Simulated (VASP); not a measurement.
Energy against volume of MnF2 (rutile). All values below come from PBE GGA with D3 dispersion (Becke-Johnson damping), VASP's PBE PAW potentials (set 64) (plane waves; VASP). Run with 520 eV cut-off, 5×5×7 Γ-centred mesh, Gaussian smearing of 0.050 eV, potentials Mn_pv F.

Shape and ions are relaxed at each volume.

```tsv
V (Å³/atom)	E (eV/atom)
12.398	-6.70142
12.794	-6.71406
13.189	-6.71868
13.585	-6.71649
```

Question: Fit these four points and predict the energy of the run at 13.981 Å³/atom.

Answer: A cubic in V^(−2/3), the third-order Birch-Murnaghan form, passes through the four points with V0 = 13.25 Å³/atom and B0 = 90 GPa, and gives -6.7085 eV/atom there. The run gave -6.7086 eV/atom, -0.2 meV/atom from the fit; all five points give B0 = 89 GPa.

The compound is MnF2 in the rutile structure. It was relaxed first.
